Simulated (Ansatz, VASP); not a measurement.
# CuPPbSe in two plane-wave programs, part 2 of 2

Wanted: the spread between two codes on one cell, functional and k mesh. The cell is invented: As first built, before any earlier steps moved the atoms (in the runner's words): it takes the CuGePSe structure with some of its atoms replaced by other elements, volume scaled by an estimate. It may not be a known or stable phase. The cell is taken from a series of VASP runs on this material, whose earlier steps may have relaxed, scaled or displaced it; both programs get it as it stands.

VASP 6.6.1 and Ansatz 0.2.0.

So far: Starting point; Ansatz: relaxation of cell and atoms, PBE.

## 3. VASP: relaxation of cell and atoms, PBE

Level of this step: PBE, no spin polarisation; plane waves and PAW (Pb_d, Se, Cu, P); invented cell (VASP).

The same cell, functional, mesh and smearing now go to VASP, with its own data sets and cutoff.

Lines of VASP's logs that name or quote its potential files are left out, and so is its time.

File INCAR:

```
SYSTEM = CuPPbSe
PREC = Accurate
ENCUT = 400
EDIFF = 1E-06
NELM = 100
ISMEAR = -1
SIGMA = 0.05
LREAL = .FALSE.
ALGO = Normal
GGA = PE
NBANDS = 24
LORBIT = 11
LWAVE = .FALSE.
LCHARG = .FALSE.
KPAR = 2
IBRION = 2
NSW = 60
ISIF = 3
EDIFFG = -0.01
```

File POSCAR:

```
CuPPbSe
1.0
    2.0739064431      1.1973705820      6.7950359558
   -2.0739064431      1.1973705820      6.7950359558
    0.0000000000     -2.3947411641      6.7950359558
Pb Se Cu P
1 1 1 1
Direct
    0.5021467609      0.5021467609      0.5021467609
    0.6378425153      0.6378425153      0.6378425153
    0.9996635457      0.9996635457      0.9996635457
    0.1103481780      0.1103481780      0.1103481780
```

File KPOINTS:

```
Automatic mesh
0
Gamma
6 6 6
0 0 0
```

PAW data sets: Pb_d, Se, Cu and P (PBE family, release 64).

The run is started by

```
$ mpirun -np 2 vasp_std
```

Numbers of over 12 decimals in the logs are rounded to 6 here.

Output:

```text
[banner, memory and clock lines left out]
running    2 mpi-ranks, on    1 nodes
 distrk:  each k-point on    1 cores,    2 groups
 distr:  one band on    1 cores,    1 groups

 POSCAR found type information on POSCAR PbSeCuP
 POSCAR found :  4 types and       4 ions
 LDA part: xc-table for (Slater+PW92), standard interpolation
 POSCAR, INCAR and KPOINTS ok, starting setup
 FFT: planning ... GRIDC
 FFT: planning ... GRID_SOFT
 FFT: planning ... GRID
 WAVECAR not read
 entering main loop
       N       E                     dE             d eps       ncg     rms          rms(c)
DAV:   1     0.289580288892E+03    0.28958E+03   -0.14187E+04  1536   0.137E+03
DAV:   2     0.972409277118E+01   -0.27986E+03   -0.27111E+03  1544   0.349E+02
DAV:   3    -0.168828562567E+02   -0.26607E+02   -0.26023E+02  2176   0.129E+02
DAV:   4    -0.178935034469E+02   -0.10106E+01   -0.10080E+01  1712   0.276E+01
DAV:   5    -0.179431137733E+02   -0.49610E-01   -0.49599E-01  2368   0.594E+00    0.128E+01
DAV:   6    -0.206662179386E+02   -0.27231E+01   -0.48174E+01  1840   0.153E+02    0.117E+01
DAV:   7    -0.166498163184E+02    0.40164E+01   -0.11273E+01  1808   0.781E+01    0.484E+00
DAV:   8    -0.162668276960E+02    0.38299E+00   -0.30293E+00  2464   0.425E+01    0.205E+00
DAV:   9    -0.162991022844E+02   -0.32275E-01   -0.65512E-01  2280   0.152E+01    0.101E+00
DAV:  10    -0.162835246167E+02    0.15578E-01   -0.96766E-02  2280   0.815E+00    0.208E-01
DAV:  11    -0.162850502127E+02   -0.15256E-02   -0.12615E-02  1720   0.733E-01    0.178E-01
DAV:  12    -0.162851429111E+02   -0.92698E-04   -0.41439E-03  2216   0.180E+00    0.117E-01
DAV:  13    -0.162850016107E+02    0.14130E-03   -0.11824E-03  2544   0.715E-01    0.294E-02
DAV:  14    -0.162849967681E+02    0.48426E-05   -0.15469E-04  2464   0.246E-01    0.993E-03
DAV:  15    -0.162850001507E+02   -0.33825E-05   -0.32242E-05  2296   0.691E-02    0.532E-03
DAV:  16    -0.162850007013E+02   -0.55066E-06   -0.15655E-06  1320   0.224E-02
   1 F= -.16285001E+02 E0= -.16280322E+02  d E =-.162850E+02
 curvature:   0.00 expect dE= 0.000E+00 dE for cont linesearch  0.000E+00
 trial: gam= 0.00000 g(F)=  0.506E-05 g(S)=  0.101E-03 ort = 0.000E+00 (trialstep = 0.100E+01)
 search vector abs. value=  0.106E-03
 bond charge predicted
       N       E                     dE             d eps       ncg     rms          rms(c)
DAV:   1    -0.162866806001E+02   -0.16804E-02   -0.37966E-02  1624   0.386E+00    0.321E-01
DAV:   2    -0.162867576631E+02   -0.77063E-04   -0.21351E-02  1688   0.411E+00    0.284E-01
DAV:   3    -0.162850252561E+02    0.17324E-02   -0.78685E-03  1880   0.266E+00    0.735E-02
DAV:   4    -0.162849607578E+02    0.64498E-04   -0.62132E-04  2152   0.302E-01    0.334E-02
DAV:   5    -0.162849485542E+02    0.12204E-04   -0.47590E-05  2144   0.186E-01    0.103E-02
DAV:   6    -0.162849499680E+02   -0.14138E-05   -0.12839E-05  1968   0.254E-02    0.322E-03
DAV:   7    -0.162849502081E+02   -0.24015E-06   -0.47877E-07   888   0.924E-03
   2 F= -.16284950E+02 E0= -.16280293E+02  d E =0.504932E-04
 trial-energy change:    0.000050  1 .order    0.000011   -0.000106    0.000128
 step:   0.2588(harm=  0.4524)  dis= 0.00007  next Energy=   -16.285014 (dE=-0.130E-04)
 bond charge predicted
       N       E                     dE             d eps       ncg     rms          rms(c)
DAV:   1    -0.162859532647E+02   -0.10033E-02   -0.20942E-02  1616   0.288E+00    0.236E-01
DAV:   2    -0.162859712792E+02   -0.18015E-04   -0.11328E-02  1688   0.303E+00    0.210E-01
DAV:   3    -0.162850555452E+02    0.91573E-03   -0.43644E-03  1888   0.194E+00    0.580E-02
DAV:   4    -0.162850095797E+02    0.45966E-04   -0.32998E-04  2208   0.259E-01    0.226E-02
DAV:   5    -0.162850021447E+02    0.74350E-05   -0.21365E-05  2312   0.118E-01    0.753E-03
DAV:   6    -0.162850004936E+02    0.16510E-05   -0.59397E-06  1872   0.183E-02    0.272E-03
DAV:   7    -0.162850002394E+02    0.25418E-06   -0.25427E-07   848   0.688E-03
   3 F= -.16285000E+02 E0= -.16280328E+02  d E =0.461881E-06
 curvature:  -0.20 expect dE=-0.181E-05 dE for cont linesearch -0.867E-06
 trial: gam= 0.00000 g(F)=  0.263E-05 g(S)=  0.651E-05 ort =-0.215E-04 (trialstep = 0.852E+00)
 search vector abs. value=  0.914E-05
 reached required accuracy - stopping structural energy minimisation
```

OUTCAR, selected parts (step 3):

```text
ion  position               nearest neighbor table
   1  0.502  0.502  0.502-   4 2.67   4 2.67   4 2.67   2 2.77
   2  0.638  0.638  0.638-   3 2.46   3 2.46   3 2.46   1 2.77
   3  1.000  1.000  1.000-   4 2.26   2 2.46   2 2.46   2 2.46
   4  0.110  0.110  0.110-   3 2.26   1 2.67   1 2.67   1 2.67

  LATTYP: Found a trigonal (rhomboedric) cell.
 ALAT       =     7.2046719485
 COS(alpha) =     0.8342780759

 Subroutine GETGRP returns: Found  6 space group operations
 (whereof  6 operations were pure point group operations)

The static configuration has the point symmetry C_3v.

 Found     32 irreducible k-points:

   k-points           NKPTS =     32   k-points in BZ     NKDIM =     32   number of bands    NBANDS=     24

   dimension x,y,z NGX =    48 NGY =   48 NGZ =   48
   dimension x,y,z NGXF=    96 NGYF=   96 NGZF=   96

   ENCUT  =  400.0 eV  29.40 Ry    5.42 a.u.  11.75 11.75 11.75*2*pi/ulx,y,z

   NELECT =      36.0000    total number of electrons

 k-points in reciprocal lattice and weights: Automatic mesh
   0.00000000  0.00000000  0.00000000       0.005
   0.16666667 -0.00000000  0.00000000       0.028
   0.33333333 -0.00000000 -0.00000000       0.028
   0.50000000 -0.00000000 -0.00000000       0.014
   0.16666667  0.16666667  0.00000000       0.028
   0.33333333  0.16666667 -0.00000000       0.056
   0.50000000  0.16666667 -0.00000000       0.056
  -0.33333333  0.16666667  0.00000000       0.056
  -0.16666667  0.16666667  0.00000000       0.028
[...]
-0.33333333  0.50000000  0.33333333       0.028
   0.50000000  0.50000000  0.50000000       0.005

 average (electrostatic) potential at core
       1 -93.2123       2 -54.0870       3 -66.6195       4 -84.4598

 E-fermi :   4.3568

 k-point     1 :       0.0000    0.0000    0.0000
  band No.  band energies     occupation
    ...
     13       1.7592      2.00000
     14       3.0032      2.00000
     15       3.1689      2.00000
     16       3.1689      2.00000
     17       4.3257      1.30134
     18       4.6021      0.01469
     19       4.6021      0.01469
     20       6.1732      0.00000
     21       7.4922      0.00000
     22       7.4922      0.00000
    ...

 k-point     2 :       0.1667   -0.0000    0.0000
  band No.  band energies     occupation
    ...
     14       2.0981      2.00000
     15       2.9050      2.00000
     16       3.2169      2.00000
     17       3.9159      1.99970
     18       4.1518      1.96735
     19       4.8291      0.00016
     20       6.6017      0.00000
     21       7.6270      0.00000
     22       8.0902      0.00000
     23       8.5579      0.00000
    ...

 k-point     3 :       0.3333   -0.0000   -0.0000
  band No.  band energies     occupation
    ...
     14       2.0546      2.00000
     15       2.4258      2.00000
     16       2.5233      2.00000
     17       3.0657      2.00000
     18       3.4385      2.00000
     19       5.2618      0.00000
     20       6.5240      0.00000
     21       8.0727      0.00000
     22       8.9421      0.00000
     23       8.9980      0.00000
    ...

  Total        0.0146133      0.0146133      0.0106075      0.0000000     -0.0000000      0.0000000
  in kB        0.2313731      0.2313732      0.1679496      0.0000000     -0.0000000      0.0000000
  external PRESSURE =       0.2102319 kB  Pullay stress =       0.0000000 kB

  energy-cutoff  :      400.00
  volume of cell :      101.19
      direct lattice vectors                 reciprocal lattice vectors
     2.073577081  1.197180425  6.793839760     0.241129208  0.139215997  0.049064056
    -2.073577081  1.197180425  6.793839760    -0.241129208  0.139215997  0.049064056
     0.000000000 -2.394360850  6.793839760     0.000000000 -0.278431994  0.049064056

 POSITION                                       TOTAL-FORCE (eV/Angst)
 -----------------------------------------------------------------------------------
      0.00000     -0.00000     10.23442         0.000000      0.000000     -0.006006
      0.00000     -0.00000     13.00024         0.000000     -0.000000      0.002523
      0.00000     -0.00000     20.37473         0.000000     -0.000000      0.003488
      0.00000     -0.00000      2.24905         0.000000      0.000000     -0.000005
 -----------------------------------------------------------------------------------
    total drift:                                0.000000     -0.000010      0.000888

  FREE ENERGIE OF THE ION-ELECTRON SYSTEM (eV)
  ---------------------------------------------------
  free  energy   TOTEN  =       -16.2850002394 eV

  energy  without entropy=      -16.2756567096  energy(sigma->0) =      -16.28032847

 reached required accuracy - stopping structural energy minimisation

 total charge
# of ion       s       p       d       tot
------------------------------------------
    1        1.304   0.855   9.843  12.001
    2        1.461   2.296   0.039   3.797
    3        0.396   0.349   9.194   9.938
    4        1.084   1.373   0.000   2.457
--------------------------------------------------
tot          4.245   4.873  19.076  28.193

[... 3 further parts left out ...]
```

CONTCAR:

```
CuPPbSe
   1.00000000000000
     2.0735770811740100    1.1971804247372337    6.7938397602564127
    -2.0735770811740100    1.1971804247372337    6.7938397602564127
     0.0000000000000000   -2.3943608495744342    6.7938397602564100
  Pb              Se              Cu              P
     1     1     1     1
Direct
     0.5021419232578470    0.5021419232578470    0.5021419232578470
     0.6378444673752113    0.6378444673752113    0.6378444673752113
     0.9996669611528899    0.9996669611528899    0.9996669611528899
     0.1103476481140546    0.1103476481140546    0.1103476481140546
```

This run has no spin polarisation, so a moment on Cu, if there is one, isn't seen. LASPH is off, so gradient terms of the non-spherical density inside the spheres are left out; for open d or f shells this can shift gaps and moments. The run keeps the 6 symmetry operations of its start, so it cannot find a distortion of lower symmetry.

## 4. Side by side

Known differences besides the potentials themselves: both relaxations stop at a tolerance, which leaves soft axes loose, and VASP keeps its plane-wave basis; the data sets hold 54 valence electrons in Ansatz (default PAW (the set named soft_2) files) and 36 in VASP; the cutoff is 420 eV in Ansatz and 400 eV in VASP; VASP leaves aspherical gradient terms in its spheres out (LASPH is not set), Ansatz keeps them; Ansatz adds a Pulay correction to the stress that steers its cell, VASP none. Total energies have different zeros and are not compared.

Both answers:

```tsv
quantity	Ansatz	VASP	difference
volume (Å³)	101.34	101.19	+0.15 %
edge a after relaxation, in the typed setting (Å)	7.211	7.203	+0.11 %
```

The walks stopped with 0.00 GPa left in Ansatz and 0.02 GPa in VASP; each walk ends within a tolerance, so the volume difference is uncertain by about these residues over the bulk modulus, most in soft cells.

## 5. Results

```json
{
 "difference in volume (relaxation of cell and atoms, PBE)": "0.15 %"
}
```

What this shows: The difference in volume is 0.15 % (relaxation of cell and atoms, PBE), within the 1.2 % picked in this series as the mark of a large difference, as far as the stopping tolerances let one tell. How closely two codes agree says nothing of how well the functional describes the real material.

[Lines on the potential files, build, host, timing and source positions are cut from VASP's logs without a mark.]

[Logs are printed without paths, hosts, clocks, repeated set-up lines and the standing remarks that a program may print on its own settings, such as how far it seeks lower states.]

[Hosts, paths, dates, database ids (printed as entryN), source tags and the programs' standing remarks are cut or masked in the printed files.]
